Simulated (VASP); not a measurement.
```yaml
crystal:
  lattice:
    - [1.90991, -3.30807, 0.00000]
    - [1.90991, 3.30807, 0.00000]
    - [0.00000, 0.00000, 6.25707]
  atoms:
    - { symbol: Sn, position: [0.00000, 0.00000, 0.00000] }
    - { symbol: Se, position: [0.33333, 0.66667, 0.25317] }
    - { symbol: Se, position: [0.66667, 0.33333, 0.74683] }
```

The numbers are results of PBEsol GGA, VASP's PBE PAW potentials (set 64) (plane waves; VASP 6.6.1), not measurements. Numerical set-up: 520 eV cut-off, 8×8×4 Γ-centred mesh, tetrahedra with Blöchl corrections, potentials Sn_d Se.

The cores are frozen, which limits the accuracy of field gradients. Without a dispersion term in the relaxation, distances and binding between the weakly bound layers, chains or molecules are unreliable, and so is what depends on them.

### Question
Give the principal components of the electric field gradient (V/Å²) and the asymmetry η at each nucleus.

### Answer

```
atom   Vxx   Vyy    Vzz     η
----  ----  ----  -----  ----
Sn1   -0.6  -0.6    1.3  0.00
Se2   31.2  31.2  -62.3  0.00
Se3   31.2  31.2  -62.3  0.00
```

The compound is SnSe2 in the 1T layered structure. It was relaxed first.
